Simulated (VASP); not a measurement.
Consider the following.

```yaml
crystal:
  lattice:
    - [2.76714, 0.00000, 0.00000]
    - [0.00000, 2.76714, 0.00000]
    - [0.00000, 0.00000, 3.98774]
  atoms:
    - { symbol: Ti, position: [0.50000, 0.50000, 0.50000] }
    - { symbol: Al, position: [0.00000, 0.00000, 0.00000] }
```

These are LDA (Ceperley-Alder, Perdew-Zunger), VASP's LDA PAW potentials (set 64) (plane waves; VASP 6.6.1) values and carry that method's errors. Numerical set-up: 400 eV cut-off, Gaussian smearing of 0.050 eV, potentials Ti_sv Al.

Estimate the band gap (along the path) with the smallest direct gap where there is one.

band gap (along the path): none (metal, semimetal or under 0.01 eV)

The absolute energy has meaning only against runs of the same code, potentials and settings.

The structure comes from a computed database's TiAl entry (P4/mmm); how it stands against other phases isn't given here. It was relaxed first. The electron count is odd and the run is not spin-polarised, which forces a metal.
